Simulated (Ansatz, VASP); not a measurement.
## Mg3CdS4: VASP beside Ansatz

Aim: how closely do two programs agree when they are given the same cell, functional and k mesh? The cell is generated by rule, not measured, and may not be a known phase. The cell is taken from a series of runs on this material, whose earlier steps may have relaxed, scaled, displaced or heated it; both programs get it as it stands.

Calculated with Ansatz 0.2.0; plane waves, with VASP 6.6.1 beside it; relaxation of cell and atoms at PBEsol.

The structure was built from a prototype and need not be the compound's stable phase.

### Step 1. The starting structure

The structure is tetragonal, space group P-4m2 (No. 115). The conventional cell has a = 4.030 Å, b = 4.030 Å, c = 11.376 Å, α = 90.00°, β = 90.00°, γ = 90.00°. Nearest to Cd lie 4 S at 2.52 Å. Nearest to Mg lie 4 S at 2.45 Å. S has 2 Mg at 2.45 Å and 2 Cd at 2.52 Å nearest. Nearest to S lie 4 Mg at 2.45 Å. Farther neighbours and most contacts between anions are not listed.

Coordinates:

```cif
data_structure
_symmetry_space_group_name_H-M 'P 1'
_symmetry_Int_Tables_number 1
_cell_length_a 4.0300
_cell_length_b 4.0300
_cell_length_c 11.3755
_cell_angle_alpha 90.000
_cell_angle_beta 90.000
_cell_angle_gamma 90.000
_cell_volume 184.75
loop_
_atom_site_label
_atom_site_type_symbol
_atom_site_fract_x
_atom_site_fract_y
_atom_site_fract_z
_atom_site_occupancy
Cd1 Cd 0.00000 0.00000 0.00000 1
Mg2 Mg 0.50000 0.50000 0.25464 1
Mg3 Mg 0.00000 0.00000 0.50000 1
Mg4 Mg 0.50000 0.50000 0.74536 1
S5 S 0.50000 0.00000 0.13247 1
S6 S 0.00000 0.50000 0.37725 1
S7 S 0.50000 0.00000 0.62275 1
S8 S 0.00000 0.50000 0.86753 1
```

### Step 2. VASP: relaxation of cell and atoms, PBEsol, pair 1

The relaxed volume is the usual yardstick between codes: in a stiff, nearly cubic crystal its relative difference is about their pressure difference at one cell divided by the bulk modulus.

Lines of VASP's logs that name or quote its potential files are left out, and so is its time.

INCAR reads:

```
SYSTEM = Mg3CdS4
PREC = Accurate
ENCUT = 600
EDIFF = 1E-07
NELM = 120
ISMEAR = 0
SIGMA = 0.02
LREAL = .FALSE.
ALGO = Normal
GGA = PS
NBANDS = 29
LORBIT = 11
LWAVE = .FALSE.
LCHARG = .FALSE.
ISIF = 3
IBRION = 2
NSW = 80
EDIFFG = -0.005
LASPH = .TRUE.
GGA_COMPAT = .FALSE.
NELMIN = 4
EFERMI = MIDGAP
KPAR = 2
```

POSCAR reads:

```
Mg3CdS4
1.0
    2.8496500000      2.8496500000      0.0000000000
   -2.8496500000      2.8496500000      0.0000000000
    0.0000000000      0.0000000000     11.3755200000
Cd Mg S
1 3 4
Direct
    0.0000000000      0.0000000000      0.0000000000
    0.5000000000      0.5000000000      0.2546424251
    0.0000000000      0.0000000000      0.5000000000
    0.5000000000      0.5000000000      0.7453575749
    0.5000000000      0.0000000000      0.1324674389
    0.0000000000      0.5000000000      0.3772481610
    0.5000000000      0.0000000000      0.6227518390
    0.0000000000      0.5000000000      0.8675326491
```

KPOINTS reads:

```
Automatic mesh
0
Gamma
6 6 2
0 0 0
```

PAW data sets: Cd, Mg and S (PBE family, release 64).

Run with:

```console
> mpirun -np 2 vasp_std
```

Numbers of over 12 decimals in the logs are rounded to 6 here.

The log of the run:

```text
[banner, memory and clock lines left out]
running    2 mpi-ranks, on    1 nodes
 distrk:  each k-point on    1 cores,    2 groups
 distr:  one band on    1 cores,    1 groups

 POSCAR found type information on POSCAR CdMgS
 POSCAR found :  3 types and       8 ions
|                                                                             |
|               ----> ADVICE to this user running VASP <----                  |
|                                                                             |
|     You enforced a specific xc type in the INCAR file but a different       |
|     [... a line on the potential file left out ...]
|     I HOPE YOU KNOW WHAT YOU ARE DOING!                                     |
|                                                                             |

 LDA part: xc-table for (Slater+PW92), standard interpolation
 POSCAR, INCAR and KPOINTS ok, starting setup
 FFT: planning ... GRIDC
 FFT: planning ... GRID_SOFT
 FFT: planning ... GRID
 WAVECAR not read
 entering main loop
       N       E                     dE             d eps       ncg     rms          rms(c)
DAV:   1     0.245444168498E+03    0.24544E+03   -0.19344E+04  1160   0.138E+03
DAV:   2    -0.143091108291E+02   -0.25975E+03   -0.25124E+03  1422   0.257E+02
DAV:   3    -0.352882409510E+02   -0.20979E+02   -0.20902E+02  1390   0.734E+01
DAV:   4    -0.356047660833E+02   -0.31653E+00   -0.31624E+00  1444   0.999E+00
DAV:   5    -0.356100977794E+02   -0.53317E-02   -0.53312E-02  1437   0.131E+00    0.998E+00
DAV:   6    -0.336815202812E+02    0.19286E+01   -0.41224E+00  1471   0.146E+01    0.814E+00
DAV:   7    -0.335603713905E+02    0.12115E+00   -0.12361E+00  1404   0.512E+00    0.465E+00
DAV:   8    -0.335626511691E+02   -0.22798E-02   -0.12544E-01  1443   0.290E+00    0.668E-01
DAV:   9    -0.335601696839E+02    0.24815E-02   -0.26214E-02  1423   0.153E+00    0.306E-01
DAV:  10    -0.335606612832E+02   -0.49160E-03   -0.25570E-03  1337   0.318E-01    0.133E-01
DAV:  11    -0.335608692779E+02   -0.20799E-03   -0.30616E-04  1383   0.120E-01    0.825E-02
DAV:  12    -0.335609291821E+02   -0.59904E-04   -0.10097E-04  1422   0.699E-02    0.382E-02
DAV:  13    -0.335609411890E+02   -0.12007E-04   -0.36722E-05  1429   0.265E-02    0.155E-02
DAV:  14    -0.335609427381E+02   -0.15491E-05   -0.25476E-06  1283   0.762E-03    0.504E-03
DAV:  15    -0.335609427565E+02   -0.18351E-07   -0.12112E-06  1476   0.775E-03    0.254E-03
DAV:  16    -0.335609427419E+02    0.14596E-07   -0.37526E-07  1194   0.401E-03
   1 F= -.33560943E+02 E0= -.33560943E+02  d E =-.335609E+02
[... from here on, the cycles between the ionic steps are left out ...]
   2 F= -.33561444E+02 E0= -.33561444E+02  d E =-.501271E-03
   3 F= -.33561543E+02 E0= -.33561543E+02  d E =-.599875E-03
   4 F= -.33561632E+02 E0= -.33561632E+02  d E =-.895657E-04
   5 F= -.33561685E+02 E0= -.33561685E+02  d E =-.142213E-03
   6 F= -.33561687E+02 E0= -.33561687E+02  d E =-.144636E-03
   7 F= -.33561743E+02 E0= -.33561743E+02  d E =-.559577E-04
   8 F= -.33561747E+02 E0= -.33561747E+02  d E =-.596898E-04
 curvature:  -1.58 expect dE=-0.530E-04 dE for cont linesearch -0.122E-07
 trial: gam= 0.47798 g(F)=  0.189E-04 g(S)=  0.147E-04 ort = 0.983E-06 (trialstep = 0.140E+01)
 search vector abs. value=  0.630E-04
 bond charge predicted
       N       E                     dE             d eps       ncg     rms          rms(c)
DAV:   1    -0.335618316227E+02   -0.84645E-04   -0.63806E-03  1205   0.420E-01    0.600E-02
DAV:   2    -0.335618000515E+02    0.31571E-04   -0.26453E-04  1375   0.108E-01    0.298E-02
DAV:   3    -0.335617863118E+02    0.13740E-04   -0.12195E-05  1480   0.225E-02    0.198E-02
DAV:   4    -0.335617801266E+02    0.61853E-05   -0.10737E-05  1445   0.197E-02    0.568E-03
DAV:   5    -0.335617803182E+02   -0.19164E-06   -0.22182E-06  1327   0.848E-03    0.378E-03
DAV:   6    -0.335617803351E+02   -0.16902E-07   -0.71001E-08   783   0.146E-03
   9 F= -.33561780E+02 E0= -.33561780E+02  d E =-.333923E-04
 trial-energy change:   -0.000033  1 .order   -0.000033   -0.000048   -0.000019
 step:   2.2956(harm=  2.2956)  dis= 0.00166  next Energy=   -33.561786 (dE=-0.391E-04)
 reached required accuracy - stopping structural energy minimisation
```

From OUTCAR (step 2):

```text
ion  position               nearest neighbor table
   1  0.000  0.000  0.000-   8 2.52   8 2.52   5 2.52   5 2.52
   2  0.500  0.500  0.255-   5 2.45   5 2.45   6 2.45   6 2.45
   3  0.000  0.000  0.500-   6 2.45   7 2.45   6 2.45   7 2.45
   4  0.500  0.500  0.745-   8 2.45   8 2.45   7 2.45   7 2.45
   5  0.500  0.000  0.132-   2 2.45   2 2.45   1 2.52   1 2.52
   6  0.000  0.500  0.377-   2 2.45   2 2.45   3 2.45   3 2.45
   7  0.500  0.000  0.623-   4 2.45   4 2.45   3 2.45   3 2.45
   8  0.000  0.500  0.868-   4 2.45   4 2.45   1 2.52   1 2.52

  LATTYP: Found a simple tetragonal cell.
 ALAT       =     4.0300136780
 C/A-ratio  =     2.8227000970

 Subroutine GETGRP returns: Found  8 space group operations
 (whereof  8 operations were pure point group operations)

The static configuration has the point symmetry D_2d.

 Found     20 irreducible k-points:

   k-points           NKPTS =     20   k-points in BZ     NKDIM =     20   number of bands    NBANDS=     29

   dimension x,y,z NGX =    32 NGY =   32 NGZ =   96
   dimension x,y,z NGXF=    64 NGYF=   64 NGZF=  192

   ENCUT  =  600.0 eV  44.10 Ry    6.64 a.u.   8.05  8.05 22.72*2*pi/ulx,y,z

   NELECT =      42.0000    total number of electrons

 k-points in reciprocal lattice and weights: Automatic mesh
   0.00000000  0.00000000  0.00000000       0.014
   0.16666667  0.00000000  0.00000000       0.056
   0.33333333  0.00000000  0.00000000       0.056
   0.50000000  0.00000000  0.00000000       0.028
   0.16666667  0.16666667  0.00000000       0.056
   0.33333333  0.16666667  0.00000000       0.111
   0.50000000  0.16666667  0.00000000       0.056
   0.33333333  0.33333333  0.00000000       0.056
   0.50000000  0.33333333  0.00000000       0.056
[...]
0.50000000  0.33333333  0.50000000       0.056
   0.50000000  0.50000000  0.50000000       0.014

 average (electrostatic) potential at core
       1 -38.7203       2 -38.3897       3 -38.4129       4 -38.3897       5 -88.5629
       6 -88.3153       7 -88.3153       8 -88.5628

 E-fermi :   2.4577

 k-point     1 :       0.0000    0.0000    0.0000
  band No.  band energies     occupation
    ...
     17       0.4301      2.00000
     18       0.4301      2.00000
     19       1.0715      2.00000
     20       1.2018      2.00000
     21       1.2018      2.00000
     22       3.7135      0.00000
     23       4.7692      0.00000
     24       5.8079      0.00000
     25       5.8125      0.00000
     26       6.2640      0.00000
    ...

 k-point     2 :       0.1667    0.0000    0.0000
  band No.  band energies     occupation
    ...
     17       0.3154      2.00000
     18       0.4781      2.00000
     19       0.6039      2.00000
     20       0.8825      2.00000
     21       1.1689      2.00000
     22       4.4830      0.00000
     23       5.2697      0.00000
     24       6.0067      0.00000
     25       6.1500      0.00000
     26       6.8724      0.00000
    ...

 k-point     3 :       0.3333    0.0000    0.0000
  band No.  band energies     occupation
    ...
     17       0.4284      2.00000
     18       0.5193      2.00000
     19       0.5618      2.00000
     20       0.6258      2.00000
     21       1.0584      2.00000
     22       5.2079      0.00000
     23       6.0202      0.00000
     24       6.0936      0.00000
     25       6.2743      0.00000
     26       7.6723      0.00000
    ...

  Total       -0.0042544     -0.0042544     -0.0169201      0.0000000      0.0000000      0.0000000
  in kB       -0.0368985     -0.0368985     -0.1467472      0.0000000      0.0000000      0.0000000
  external PRESSURE =      -0.0735147 kB  Pullay stress =       0.0000000 kB

  energy-cutoff  :      600.00
  volume of cell :      184.73
      direct lattice vectors                 reciprocal lattice vectors
     2.854765152  2.854765152  0.000000000     0.175145756  0.175145756  0.000000000
    -2.854765152  2.854765152  0.000000000    -0.175145756  0.175145756  0.000000000
    -0.000000000 -0.000000000 11.333730552     0.000000000  0.000000000  0.088232202

 POSITION                                       TOTAL-FORCE (eV/Angst)
 -----------------------------------------------------------------------------------
      0.00000      0.00000      0.00000         0.000000      0.000000      0.000000
     -0.00000      2.85477      2.88666         0.000000      0.000000     -0.000976
     -0.00000     -0.00000      5.66687         0.000000      0.000000      0.000000
     -0.00000      2.85477      8.44707        -0.000000     -0.000000      0.000976
     -1.42738      4.28215      1.50997         0.000000      0.000000     -0.001366
      1.42738      4.28215      4.27604        -0.000000     -0.000000      0.004892
      1.42738      1.42738      7.05770         0.000000      0.000000     -0.004892
     -1.42738      1.42738      9.82376        -0.000000     -0.000000      0.001366
 -----------------------------------------------------------------------------------
    total drift:                               -0.000000      0.000000     -0.000591

  FREE ENERGIE OF THE ION-ELECTRON SYSTEM (eV)
  ---------------------------------------------------
  free  energy   TOTEN  =       -33.5617803351 eV

  energy  without entropy=      -33.5617803351  energy(sigma->0) =      -33.56178034

 reached required accuracy - stopping structural energy minimisation

 total charge
# of ion       s       p       d       tot
------------------------------------------
    1        0.429   0.338   9.561  10.328
    2        0.166   0.147   0.039   0.351
    3        0.165   0.146   0.038   0.349
    4        0.166   0.147   0.039   0.351
    5        1.310   2.434   0.000   3.744
    6        1.305   2.482   0.000   3.787
    7        1.305   2.482   0.000   3.787
    8        1.310   2.434   0.000   3.744
--------------------------------------------------
tot          6.155  10.608   9.676  26.440

[... 3 further parts left out ...]
```

(Part 1 of 2 ends here.)

[Lines on the potential files, build, host, timing and source positions are cut from VASP's logs without a mark.]

[Logs are printed without paths, hosts, clocks, repeated set-up lines and the standing remarks that a program may print on its own settings, such as how far it seeks lower states.]

[Hosts, paths, dates, database ids (printed as entryN), source tags and the programs' standing remarks are cut or masked in the printed files.]
